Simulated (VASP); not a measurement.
# Re (P6_3/mmc) in VASP: notebook, part 2 of 2

VASP 6.6.1. The steps go on from the part before.

### 3 Relaxation of shape and atoms at fixed volume, PBE+D3(BJ) (a relaxed cell with its volume scaled by 1.02)

The input, INCAR:

```
ALGO = Normal
EDIFF = 1E-7
EDIFFG = -0.01
ENCUT = 600
GGA = PE
IBRION = 2
ISIF = 4
ISMEAR = 1
IVDW = 12
LASPH = True
LCHARG = False
LREAL = False
LWAVE = False
NELM = 80
NSW = 40
PREC = Accurate
SIGMA = 0.1
```

The input, KPOINTS:

```
k-points
0
Gamma
  15 15 8
```

The input, POSCAR:

```
Re                                      
1.0
    2.7720203102      0.0000000000      0.0000000000
   -1.3860101551      2.4006400084      0.0000000000
    0.0000000000      0.0000000000      4.4916472718
  Re            
     2
Direct
     0.3333333332999970    0.6666666667000030    0.2500000000000000
     0.6666666667000030    0.3333333332999970    0.7500000000000000
```

Potentials or basis: VASP PAW PBE potentials, release 64 (Re).

Command:

```bash
$ cat potpaw_PBE.64/Re/POTCAR > POTCAR
$ mpirun -np 1 vasp_std > vasp.out
```

It took 24 s on 1 thread of Intel Xeon 6975P-C (Granite Rapids), shared host; peak memory 0.2 GiB.

It converged, with:

```yaml
Free_energy: -26.1458 eV
Pressure_after_relaxing: -7.4 GPa
Band_gap_on_the_k_mesh: none (metal or under the smearing width)
Dispersion_energy_per_atom: -0.645 eV
```

Final structure:
```
Re
1.0
     2.77202    0.00000    0.00000
    -1.38601    2.40064    0.00000
     0.00000    0.00000    4.49165
Re
2
Direct
  0.33333 0.66667 0.25000
  0.66667 0.33333 0.75000
```

Levels at points of the mesh, in eV from the Fermi level:
| k point | band 4 | band 5 | band 6 | band 7 | band 8 | band 9 | band 10 | band 11 |
| --- | --- | --- | --- | --- | --- | --- | --- | --- |
| (0.00, 0.00, 0.00) | -1.51 | -1.51 | -0.70 | -0.70 | 0.24 | 0.24 | 0.57 | 3.32 |
| (0.00, 0.00, 0.50) | -2.33 | -1.63 | -1.63 | -1.63 | -1.63 | 2.51 | 2.51 | 2.51 |

Caveat: the relaxation stopped at its first step, so nothing moved; pairwise dispersion overbinds metals, which lowers pressure and volume.

### 4 Relaxation of shape and atoms at fixed volume, PBE+D3(BJ) (a relaxed cell with its volume scaled by 1.04)

INCAR is that of step 3.

KPOINTS is that of step 3.

The input, POSCAR:

```
Re                                      
1.0
    2.7900209464      0.0000000000      0.0000000000
   -1.3950104732      2.4162290167      0.0000000000
    0.0000000000      0.0000000000      4.5208146298
  Re            
     2
Direct
     0.3333333332999970    0.6666666667000030    0.2500000000000000
     0.6666666667000030    0.3333333332999970    0.7500000000000000
```

Command:

```bash
$ cat potpaw_PBE.64/Re/POTCAR > POTCAR
$ mpirun -np 1 vasp_std > vasp.out
```

It took 28 s on 1 thread of Intel Xeon 6975P-C (Granite Rapids), shared host; peak memory 0.2 GiB.

Results (log left out):

```yaml
Free_energy: -26.1063 eV
Pressure_after_relaxing: -14.1 GPa
Band_gap_on_the_k_mesh: none (metal or under the smearing width)
Dispersion_energy_per_atom: -0.632 eV
```

Final structure:
```cif
data_structure
_symmetry_space_group_name_H-M 'P 1'
_symmetry_Int_Tables_number 1
_cell_length_a 2.7900
_cell_length_b 2.7900
_cell_length_c 4.5208
_cell_angle_alpha 90.000
_cell_angle_beta 90.000
_cell_angle_gamma 120.000
_cell_volume 30.48
loop_
_atom_site_label
_atom_site_type_symbol
_atom_site_fract_x
_atom_site_fract_y
_atom_site_fract_z
_atom_site_occupancy
Re1 Re 0.33333 0.66667 0.25000 1
Re2 Re 0.66667 0.33333 0.75000 1
```

Levels at points of the mesh, in eV from the Fermi level:
| k point | band 4 | band 5 | band 6 | band 7 | band 8 | band 9 | band 10 | band 11 |
| --- | --- | --- | --- | --- | --- | --- | --- | --- |
| (0.00, 0.00, 0.00) | -1.46 | -1.46 | -0.68 | -0.68 | 0.24 | 0.24 | 0.54 | 3.23 |
| (0.00, 0.00, 0.50) | -2.28 | -1.58 | -1.58 | -1.58 | -1.58 | 2.44 | 2.44 | 2.44 |

Caveat: the relaxation stopped at its first step, so nothing moved; pairwise dispersion overbinds metals, which lowers pressure and volume.

### 5 Relaxation of shape and atoms at fixed volume, PBE+D3(BJ) (a relaxed cell with its volume scaled by 1.06)

INCAR is that of step 4.

KPOINTS is that of step 4.

The input, POSCAR:

```
Re                                      
1.0
    2.8077922596      0.0000000000      0.0000000000
   -1.4038961298      2.4316194254      0.0000000000
    0.0000000000      0.0000000000      4.5496104038
  Re            
     2
Direct
     0.3333333332999970    0.6666666667000030    0.2500000000000000
     0.6666666667000030    0.3333333332999970    0.7500000000000000
```

Command:

```bash
$ cat potpaw_PBE.64/Re/POTCAR > POTCAR
$ mpirun -np 1 vasp_std > vasp.out
```

Wall time 23 s (1 thread of Intel Xeon 6975P-C (Granite Rapids), shared host); peak memory 0.2 GiB.

It converged, with:

- Free energy: -26.0438 eV
- Pressure after relaxing: -20.0 GPa
- Band gap on the k mesh: none (metal or under the smearing width)
- Dispersion energy per atom: -0.620 eV

Stress tensor (GPa, compression positive):
```
-19.98   0.00   0.00
  0.00 -19.98   0.00
  0.00   0.00 -20.09
```

Final structure:
```
Re
1.0
     2.80779    0.00000    0.00000
    -1.40390    2.43162    0.00000
     0.00000    0.00000    4.54961
Re
2
Direct
  0.33333 0.66667 0.25000
  0.66667 0.33333 0.75000
```

Levels at points of the mesh, in eV from the Fermi level:
```tsv
k point	band 3	band 4	band 5	band 6	band 7	band 8	band 9	band 10	band 11
(0.00, 0.00, 0.00)	-1.47	-1.41	-1.41	-0.66	-0.66	0.23	0.23	0.51	3.14
(0.00, 0.00, 0.50)	-2.22	-2.22	-1.53	-1.53	-1.53	-1.53	2.37	2.37	2.37
```

Caveat: the relaxation stopped at its first step, so nothing moved; pairwise dispersion overbinds metals, which lowers pressure and volume.

### 6 Summary

```csv
cell,gap on the mesh (eV),pressure (GPa)
atoms relaxed at fixed volume,none,0.0
atoms relaxed at fixed volume from: a relaxed cell with its volume scaled by 1.02,none,-7.4
atoms relaxed at fixed volume from: a relaxed cell with its volume scaled by 1.04,none,-14.1
atoms relaxed at fixed volume from: a relaxed cell with its volume scaled by 1.06,none,-20.0
```

Alike in all rows: task relaxation of shape and atoms at fixed volume; level PBE+D3(BJ); potentials or basis VASP PAW PBE potentials, release 64 (Re); no spin polarisation; k mesh 15 × 15 × 8; cutoff (eV) 600; smearing methfessel-paxton 0.1 eV.

Caveats: the relaxation stopped at its first step, so nothing moved; pairwise dispersion overbinds metals, which lowers pressure and volume.

Absolute energies hang on the potentials; compare differences alone.
